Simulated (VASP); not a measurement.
Method: PBEsol GGA, VASP's PBE PAW potentials (set 64) (plane waves; VASP 6.6.1).

VASP input:

**KPOINTS**
```
Automatic mesh
0
Gamma
 21 21 21
```

**INCAR**
```
ALGO=Normal
EDIFF=1E-7
ENCUT=520
GGA=PS
ISIF=2
ISMEAR=-5
LASPH=T
LCHARG=T
LORBIT=11
LREAL=F
LWAVE=F
NEDOS=601
NELM=100
PREC=Accurate
SYSTEM=B
```

### POSCAR
```
B
1
    1.8787997759    -0.0000000000    -0.0000000000
    0.0000000000     1.8787997759    -0.0000000000
    0.0000000000     0.0000000000     1.8787997759
B
1
Direct
  0.0000000000   0.0000000000   0.0000000000
```

POTCAR, in this order: B (PBE.64 set). Program: vasp_std.

Output of the run:

**OSZICAR**
```
       N       E                     dE             d eps       ncg     rms          rms(c)
DAV:   1    -0.197018020620E+01   -0.19702E+01   -0.15437E+03  3000   0.476E+02
DAV:   2    -0.597952395989E+01   -0.40093E+01   -0.37871E+01  3765   0.620E+01
DAV:   3    -0.599651865985E+01   -0.16995E-01   -0.17003E-01  3155   0.439E+00
DAV:   4    -0.599652143614E+01   -0.27763E-05   -0.27833E-05  3895   0.530E-02
DAV:   5    -0.599652143663E+01   -0.49235E-09   -0.23543E-09  3235   0.396E-04    0.166E+00
DAV:   6    -0.598690788045E+01    0.96136E-02   -0.26410E-03  3280   0.443E-01    0.101E+00
DAV:   7    -0.598255258777E+01    0.43553E-02   -0.45515E-03  3225   0.592E-01    0.441E-02
DAV:   8    -0.598255179844E+01    0.78933E-06   -0.11167E-05  3180   0.426E-02    0.708E-03
DAV:   9    -0.598255114793E+01    0.65051E-06   -0.10534E-06  3430   0.974E-03    0.221E-03
DAV:  10    -0.598255123176E+01   -0.83830E-07   -0.11265E-08  1785   0.126E-03
   1 F= -.59825512E+01 E0= -.59825512E+01  d E =0.000000E+00
```

**OUTCAR**
```
------------------------ aborting loop because EDIFF is reached ----------------------------------------
  FORCE on cell =-STRESS in cart. coord.  units (eV):
  Direction    XX          YY          ZZ          XY          YZ          ZX
  --------------------------------------------------------------------------------------
  Total       -0.0123022     -0.0123022     -0.0123022      0.0000000      0.0000000     -0.0000000
  in kB       -2.9720109     -2.9720109     -2.9720109      0.0000000      0.0000000     -0.0000000
  external PRESSURE =      -2.9720109 kB  Pullay stress =       0.0000000 kB
  volume of cell :        6.63
      direct lattice vectors                 reciprocal lattice vectors
     1.878799776  0.000000000  0.000000000     0.532254694  0.000000000  0.000000000
     0.000000000  1.878799776  0.000000000     0.000000000  0.532254694  0.000000000
     0.000000000  0.000000000  1.878799776     0.000000000  0.000000000  0.532254694
 POSITION                                       TOTAL-FORCE (eV/Angst)
 -----------------------------------------------------------------------------------
      0.00000      0.00000      0.00000         0.000000      0.000000      0.000000
 -----------------------------------------------------------------------------------
    total drift:                               -0.000000     -0.000000     -0.000000
  FREE ENERGIE OF THE ION-ELECTRON SYSTEM (eV)
  ---------------------------------------------------
  free  energy   TOTEN  =        -5.9825512318 eV

  energy  without entropy=       -5.9825512318  energy(sigma->0) =       -5.98255123

 total charge

# of ion       s       p       d       tot
------------------------------------------
    1        0.716   1.113   0.000   1.828
```
(Selected blocks of OUTCAR.)

For a metal the tetrahedron method with Blöchl corrections gives inexact stress and forces.

The structure was generated: B was put into the simple-cubic type (Pm-3m), which need not be its known phase. It was relaxed first.
